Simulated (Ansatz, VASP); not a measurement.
# Si100C (amorphous Si): VASP beside Ansatz, part 2 of 2

Wanted: the spread between two codes on one cell, functional and k mesh. Of the first pair: The structure shown is the start of the Ansatz relaxation below; VASP solves that cell, so the two are compared at the walk's first step.

VASP 6.6.1 and Ansatz 0.2.0.

So far. Step 3 (VASP: single point, PBE, start cell, pair 1): The run ends at a pressure of -0.57 GPa, with forces up to 2.4 eV/Å.

## 5. Ansatz: relaxation, PBE

Level of this step: Ansatz beside VASP: Kohn-Sham DFT, plane waves, PBE (Ansatz).

This run makes the geometry at which the two programs are then compared.

The structure compared here is the end of the Ansatz relaxation.

input.yaml

```yaml
crystal:
  lattice:
    - [12.6245, 0.0, 0.0]
    - [0.0, 12.6245, 0.0]
    - [0.0, 0.0, 12.6245]
  atoms:
    - { symbol: Si, position: [0.07713, 0.94546, 0.16477] }
    - { symbol: Si, position: [0.44961, 0.99135, 0.0776] }
[... 2 atom lines left out ...]
    - { symbol: Si, position: [0.25759, 0.83005, 0.95031] }
[... 1 atom line left out ...]
    - { symbol: Si, position: [0.36101, 0.14684, 0.94888] }
[... 1 atom line left out ...]
    - { symbol: Si, position: [0.3746, 0.96619, 0.88562] }
    - { symbol: Si, position: [0.84828, 0.84108, 0.33061] }
[... 3 atom lines left out ...]
    - { symbol: Si, position: [0.88269, 0.31163, 0.30528] }
    - { symbol: Si, position: [0.32075, 0.41418, 0.20216] }
[... 3 atom lines left out ...]
    - { symbol: Si, position: [0.1609, 0.7907, 0.21938] }
    - { symbol: Si, position: [0.18167, 0.02135, 0.42606] }
    - { symbol: Si, position: [0.90148, 0.98793, 0.07703] }
[... 7 atom lines left out ...]
    - { symbol: Si, position: [0.48606, 0.80328, 0.08308] }
[... 3 atom lines left out ...]
    - { symbol: Si, position: [0.90389, 0.31862, 0.11743] }
[... 1 atom line left out ...]
    - { symbol: Si, position: [0.06614, 0.12241, 0.32082] }
    - { symbol: Si, position: [0.26261, 0.47379, 0.90837] }
[... 1 atom line left out ...]
    - { symbol: Si, position: [0.1922, 0.18952, 0.01257] }
[... 2 atom lines left out ...]
    - { symbol: Si, position: [0.89609, 0.16549, 0.00879] }
[... 1 atom line left out ...]
    - { symbol: Si, position: [0.38741, 0.24642, 0.26297] }
[... 1 atom line left out ...]
    - { symbol: Si, position: [0.34508, 0.01613, 0.23468] }
[... 1 atom line left out ...]
    - { symbol: Si, position: [0.03695, 0.42861, 0.04843] }
    - { symbol: Si, position: [0.30809, 0.72956, 0.11661] }
[... 2 atom lines left out ...]
    - { symbol: Si, position: [0.39723, 0.72918, 0.30115] }
[... 1 atom line left out ...]
    - { symbol: Si, position: [0.22897, 0.51023, 0.33493] }
[... 2 atom lines left out ...]
    - { symbol: Si, position: [0.46674, 0.20355, 0.09188] }
[... 2 atom lines left out ...]
    - { symbol: Si, position: [0.01076, 0.99077, 0.84895] }
[... 1 atom line left out ...]
    - { symbol: Si, position: [0.58029, 0.94892, 0.34854] }
    - { symbol: C, position: [0.18453, 0.09571, 0.17442] }
    - { symbol: Si, position: [0.46374, 0.02721, 0.47078] }
    - { symbol: Si, position: [0.23192, 0.7982, 0.51956] }
[... 1 atom line left out ...]
    - { symbol: Si, position: [0.67525, 0.08142, 0.78064] }
[... 2 atom lines left out ...]
    - { symbol: Si, position: [0.0858, 0.63473, 0.28218] }
[... 5 atom lines left out ...]
    - { symbol: Si, position: [0.19963, 0.75133, 0.78822] }
[... 1 atom line left out ...]
    - { symbol: Si, position: [0.90528, 0.08037, 0.614] }
[... 1 atom line left out ...]
    - { symbol: Si, position: [0.49603, 0.82057, 0.68171] }
    - { symbol: Si, position: [0.02233, 0.27799, 0.42918] }
    - { symbol: Si, position: [0.55649, 0.24919, 0.34704] }
    - { symbol: Si, position: [0.31236, 0.28644, 0.53077] }
[... 1 atom line left out ...]
    - { symbol: Si, position: [0.54542, 0.94435, 0.8134] }
    - { symbol: Si, position: [0.21436, 0.37237, 0.0539] }
[... 1 atom line left out ...]
    - { symbol: Si, position: [0.14136, 0.43695, 0.77454] }
    - { symbol: Si, position: [0.42424, 0.23739, 0.7962] }
[... 7 atom lines left out ...]
    - { symbol: Si, position: [0.60325, 0.82138, 0.93664] }
    - { symbol: Si, position: [0.98201, 0.72379, 0.98499] }
    - { symbol: Si, position: [0.26756, 0.86535, 0.34705] }
[... 2 atom lines left out ...]
    - { symbol: Si, position: [0.95583, 0.70607, 0.39963] }
kpoints:
  mp_grid: { grid: [1, 1, 1] }
hamiltonian:
  xc: pbe
  pseudopotentials: { kind: paw, azcp: { folder: soft_1 } }
scf:
  occupations: { method: fermi_dirac, width: 0.025 }
output:
  forces: true
  eigenvalues: true
relax:
  f_tol: 0.05
  max_steps: 90
```

Launch:

```bash
ansatz run input.yaml --threads 4 --pin off --max-ram 8192MiB --backend cpu --events-out ev --progress --plain --runs-dir out
```

Numbers of over 12 decimals in the logs are rounded to 6 here.

Log:

```text
[...]
Crystal: 101 atoms, lattice volume = 2012.068 Å³
Basis set: ecut = 420 eV, 39223 PW (Γ), exchange–correlation on 180×180×180 points (8 copies of the dense FFT grid, shifted against one another)
Bands: 303, of which v1, the nominal top of the filled ones, is band 202 counted from 1 (201 counted from 0)
Symmetry: 1 space group operations
[...]
k-points: 1
[...]
SCF iter   1: F=—  HF=-63815.748466 eV  |F-HF|=—  |Δ(HF+E_count)|=         —  Δρ=4.21e-2  dr2=4.58e1  ethr=3.10e-3  ⟨swp⟩=6.0  Hψ=1434  notcnv=0  defer=71
[...]
- { symbol: Si, position: [0.125340, 0.922284, 0.719436] }
    - { symbol: Si, position: [0.257633, 0.827959, 0.947960] }
    - { symbol: Si, position: [0.835633, 0.572928, 0.463190] }
    - { symbol: Si, position: [0.354004, 0.144252, 0.955971] }
    - { symbol: Si, position: [0.789088, 0.468321, 0.315484] }
[...]
- { symbol: C, position: [0.176733, 0.083574, 0.166678] }
[...]
- { symbol: Si, position: [0.266866, 0.869256, 0.351078] }
    - { symbol: Si, position: [0.615024, 0.078531, 0.080167] }
    - { symbol: Si, position: [0.741582, 0.879346, 0.053221] }
    - { symbol: Si, position: [0.955225, 0.706257, 0.399581] }
```

## 6. VASP: single point, PBE, relaxed cell, pair 2

The same cell, functional, mesh and smearing now go to VASP, with its own data sets.

INCAR

```
SYSTEM = Si100C
PREC = Accurate
ENCUT = 520
EDIFF = 1E-06
NELM = 120
ISMEAR = -1
SIGMA = 0.025
LREAL = Auto
ALGO = Normal
GGA = PE
NBANDS = 272
LORBIT = 11
LWAVE = .FALSE.
LCHARG = .FALSE.
ISIF = 2
LASPH = .TRUE.
GGA_COMPAT = .FALSE.
EFERMI = MIDGAP
NCORE = 2
```

POSCAR

```
Si100C
1.0
   12.6245000000      0.0000000000      0.0000000000
    0.0000000000     12.6245000000      0.0000000000
    0.0000000000      0.0000000000     12.6245000000
Si C
100 1
Direct
    0.0896200000      0.9591700000      0.1537300000
    0.4410900000      0.9982400000      0.0790100000
[... 2 atom lines left out ...]
    0.2576300000      0.8279600000      0.9479600000
[... 1 atom line left out ...]
    0.3540000000      0.1442500000      0.9559700000
[... 1 atom line left out ...]
    0.3738700000      0.9651700000      0.8835700000
    0.8515600000      0.8422800000      0.3274400000
[... 3 atom lines left out ...]
    0.8876500000      0.3096000000      0.3057100000
    0.3213000000      0.4159000000      0.2048700000
[... 3 atom lines left out ...]
    0.1612800000      0.8013900000      0.2192800000
    0.1819600000      0.0227900000      0.4268400000
    0.9020600000      0.9853000000      0.0734800000
[... 7 atom lines left out ...]
    0.4821400000      0.8090200000      0.0831400000
[... 3 atom lines left out ...]
    0.9028200000      0.3172400000      0.1175600000
[... 1 atom line left out ...]
    0.0851800000      0.1150200000      0.2965600000
    0.2612700000      0.4644000000      0.9162800000
[... 1 atom line left out ...]
    0.1872800000      0.1700700000      0.0386700000
[... 2 atom lines left out ...]
    0.8943100000      0.1637000000      0.0091100000
[... 1 atom line left out ...]
    0.3915500000      0.2494200000      0.2625600000
[... 1 atom line left out ...]
    0.3091800000      0.0288000000      0.2216700000
[... 1 atom line left out ...]
    0.0372300000      0.4268700000      0.0496300000
    0.3068900000      0.7315100000      0.1193600000
[... 2 atom lines left out ...]
    0.3977600000      0.7358400000      0.3034200000
[... 1 atom line left out ...]
    0.2305600000      0.5151900000      0.3365200000
[... 2 atom lines left out ...]
    0.4671200000      0.2084500000      0.0906900000
[... 2 atom lines left out ...]
    0.0098200000      0.9913100000      0.8459100000
[... 1 atom line left out ...]
    0.5831500000      0.9514200000      0.3465900000
    0.4636300000      0.0263000000      0.4677400000
    0.2287700000      0.7954300000      0.5205300000
    0.0512300000      0.1629000000      0.9055100000
[... 1 atom line left out ...]
    0.9257700000      0.0068400000      0.2603300000
[... 2 atom lines left out ...]
    0.8120200000      0.1389200000      0.3277900000
[... 5 atom lines left out ...]
    0.1699700000      0.3913200000      0.4648900000
[... 1 atom line left out ...]
    0.0477500000      0.9801500000      0.5562500000
[... 1 atom line left out ...]
    0.0313400000      0.2719700000      0.4243800000
    0.5603800000      0.2491600000      0.3461500000
    0.3129900000      0.2847900000      0.5273900000
    0.1123000000      0.2546000000      0.7511600000
[... 1 atom line left out ...]
    0.2119300000      0.3601900000      0.0625600000
    0.3302300000      0.1399600000      0.4042400000
[... 1 atom line left out ...]
    0.4207900000      0.2342000000      0.7997300000
    0.0668600000      0.8895200000      0.9873900000
[... 7 atom lines left out ...]
    0.9828200000      0.7239000000      0.9867900000
    0.2668700000      0.8692600000      0.3510800000
    0.6150200000      0.0785300000      0.0801700000
[... 2 atom lines left out ...]
    0.1767300000      0.0835700000      0.1666800000
```

KPOINTS

```
Automatic mesh
0
Gamma
1 1 1
0 0 0
```

The projector-augmented-wave data sets are Si and C (PBE family, release 64).

Launch:

```bash
mpirun -np 8 vasp_gam
```

Log:

```text
[... set-up lines as in an earlier step ...]
 entering main loop
       N       E                     dE             d eps       ncg     rms          rms(c)
DAV:   1     0.195431884549E+04    0.19543E+04   -0.17699E+05   544   0.132E+03
DAV:   2    -0.287271245712E+03   -0.22416E+04   -0.21049E+04   688   0.215E+02
DAV:   3    -0.530197650637E+03   -0.24293E+03   -0.23620E+03   680   0.621E+01
DAV:   4    -0.538354778244E+03   -0.81571E+01   -0.80613E+01   664   0.133E+01
[...]
DAV:  17    -0.528058277696E+03   -0.48126E-05   -0.97137E-06   648   0.504E-03    0.344E-03
DAV:  18    -0.528058279611E+03   -0.19150E-05   -0.21340E-06   448   0.218E-03    0.290E-03
DAV:  19    -0.528058279935E+03   -0.32362E-06   -0.44716E-07   392   0.110E-03
   1 F= -.52805828E+03 E0= -.52805623E+03  d E =-.409088E-02
```

Parts of OUTCAR (step 6):

```text
  FREE ENERGIE OF THE ION-ELECTRON SYSTEM (eV)
  ---------------------------------------------------
  free  energy   TOTEN  =      -528.0582799349 eV

  energy  without entropy=     -528.0541890529  energy(sigma->0) =     -528.05623449
```

The run ends at a pressure of -0.62 GPa, with forces up to 0.040 eV/Å.

## 7. Differences

Both answers:

```
              quantity  Ansatz   VASP  difference
gap on the k mesh (eV)   0.250  0.250       0.000
```

At this near-relaxed geometry the largest component of a force difference is 13 meV/Å. A gap on the mesh is an upper bound, since the band edges may lie between its points.

## 8. What came out

```
r.m.s. force difference (single point, PBE, start cell, pair 1)           : 0.96 % of the r.m.s. force
difference in gap on the k mesh (single point, PBE, relaxed cell, pair 2) : 1.3e-4 eV
```

What this shows: The r.m.s. force difference is 0.96 % of the r.m.s. force (single point, PBE, start cell, pair 1), within the 3 % picked in this series as the mark of a large difference. VASP runs on this material, other cells of it included, that failed, so that no pair exists: single point, PBE (timeout). How closely two codes agree says nothing of how well the functional describes the real material.

[Lines on the potential files, build, host, timing and source positions are cut from VASP's logs without a mark.]

[Logs are printed without paths, hosts, clocks, repeated set-up lines and the standing remarks that a program may print on its own settings, such as how far it seeks lower states.]

[Hosts, paths, dates, database ids (printed as entryN), source tags and the programs' standing remarks are cut or masked in the printed files.]
